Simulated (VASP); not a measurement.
Wanted: the native input for a VASP 6.6.1 run.

```yaml
Task: single point
Functional: r2SCAN
Potentials_or_basis: VASP PAW PBE potentials, release 64 (Cr_pv, O, Fe)
Cutoff: 520 eV
k_mesh: 7 × 7 × 2
Occupations: fermi-dirac, width 0.1 eV
Spin: no spin polarisation
Dipole_correction: no
Further_INCAR_settings: ALGO = Normal; EDIFF = 1e-06; NBANDS = 42
```

Crystal: CrFeO2.

```
Cr O Fe
1.0
     1.36251    2.35993    0.00000
    -1.36251    2.35993    0.00000
     0.00000    0.00000   11.80484
Cr O Fe
2 4 2
Direct
  0.33333 0.33333 0.25000
  0.66667 0.66667 0.75000
  0.33333 0.33333 0.09406
  0.66667 0.66667 0.59406
  0.33333 0.33333 0.40594
  0.66667 0.66667 0.90594
  0.00000 0.00000 0.00000
  0.00000 0.00000 0.50000
```

The cell was built by a generator and needn't be a form met in nature.

One way to write it, as run:

POSCAR

```
CrFeO2
1.0
    1.3625051157      2.3599280859      0.0000000000
   -1.3625051157      2.3599280859      0.0000000000
    0.0000000000      0.0000000000     11.8048415009
Cr O Fe
2 4 2
Direct
    0.3333333333      0.3333333333      0.2500000000
    0.6666666667      0.6666666667      0.7500000000
    0.3333333333      0.3333333333      0.0940578914
    0.6666666667      0.6666666667      0.5940578914
    0.3333333333      0.3333333333      0.4059421086
    0.6666666667      0.6666666667      0.9059421086
    0.0000000000      0.0000000000      0.0000000000
    0.0000000000      0.0000000000      0.5000000000
```

INCAR.step1

```
SYSTEM = CrFeO2
PREC     = Accurate       ! precision mode
ENCUT    = 520            ! plane-wave cutoff, eV
ISMEAR   = -1             ! smearing method
SIGMA    = 0.1            ! smearing width, eV
LREAL    = .False.        ! projectors in reciprocal space
LASPH    = .True.         ! aspherical terms in the spheres
NELM     = 100            ! most SCF steps
NBANDS   = 42             ! bands
GGA      = PE             ! functional
ALGO     = Normal         ! electronic algorithm
EDIFF    = 1E-4           ! SCF threshold, eV
LWAVE    = .True.         ! write WAVECAR
LCHARG   = .False.        ! write CHGCAR
```

INCAR.step2

```
SYSTEM = CrFeO2
PREC     = Accurate       ! precision mode
ENCUT    = 520            ! plane-wave cutoff, eV
EDIFF    = 1E-6           ! SCF threshold, eV
ISMEAR   = -1             ! smearing method
SIGMA    = 0.1            ! smearing width, eV
LREAL    = .False.        ! projectors in reciprocal space
LASPH    = .True.         ! aspherical terms in the spheres
NELM     = 100            ! most SCF steps
ALGO     = Normal         ! electronic algorithm
ISIF     = 2              ! what is computed and relaxed
LWAVE    = .False.        ! write WAVECAR
LCHARG   = .False.        ! write CHGCAR
METAGGA  = R2SCAN         ! meta-GGA
LMIXTAU  = .True.       
NBANDS   = 42             ! bands
ISTART   = 1
```

KPOINTS

```
Automatic mesh
0
Gamma
  7 7 2
  0 0 0
```

Potentials or basis: VASP PAW PBE potentials, release 64 (Cr_pv, O, Fe).

Run with:

```bash
$ cat potpaw_PBE.64/Cr_pv/POTCAR potpaw_PBE.64/O/POTCAR potpaw_PBE.64/Fe/POTCAR > POTCAR
$ cp INCAR.step1 INCAR
$ mpirun -np 1 vasp_std > vasp.out
$ cp INCAR.step2 INCAR
$ mpirun -np 1 vasp_std > vasp.out
```

Results of the run:

* Pressure: 2.0 GPa
* Largest force: 0.167 eV/Å
* Band gap on the k mesh: none (metal or under the smearing width)

Caveat: the k mesh is coarse (spacing up to 0.38 Å⁻¹), so the values aren't converged; the PAW data sets were made with another functional, which shifts forces and pressure a little; the run has no spin polarisation, though such a crystal can be magnetic; semilocal functionals often make such compounds metallic where correlation or magnetic order opens a gap, which also shifts bond lengths.

Wall time 4.3 min on 1 thread of Intel(R) Xeon(R) 6975P-C (Granite Rapids) (shared host), peak memory 0.21 GiB.
